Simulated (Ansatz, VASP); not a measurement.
One calculation of HfSbAu4, two programs

```
Hf Sb Au
1.0
     0.00000    3.93147    3.93147
     3.93147    0.00000    3.93147
     3.93147    3.93147    0.00000
Hf Sb Au
1 1 4
Cartesian
  3.9315 3.9315 3.9315
  1.9657 1.9657 1.9657
  4.9172 6.8772 4.9172
  6.8772 6.8772 6.8772
  6.8772 4.9172 4.9172
  4.9172 4.9172 6.8772
```

Alike in both runs: functional PBE; k mesh 8 × 8 × 8; occupations gaussian, width 0.1 eV; no spin polarisation.

Ansatz relaxed the structure, and its values are those at the end. VASP's run is a single point on that final structure, the one shown.

```csv
,VASP,Ansatz
version,VASP 6.6.1,Ansatz 0.2.0
potentials or method,"VASP PAW PBE potentials, release 64 (Hf_pv, Sb, Au)","scalar-relativistic, plane waves, PAW"
plane-wave cutoff (eV),520,420
valence electrons in the cell,59,117
```

VASP gave:

- gap on the k mesh at the Fermi level (eV): none
- pressure (GPa): -0.5

Question: What did Ansatz give for the same quantities?

Answer: gap on the k mesh at the Fermi level (eV): none; pressure (GPa): 0.0.

A gap of «none» marks a metal or a gap that the smearing closes. The two sets of potentials don't hold the same shells in valence.

Spin-orbit coupling is left out, which matters for the levels of Au, Hf, Sb.
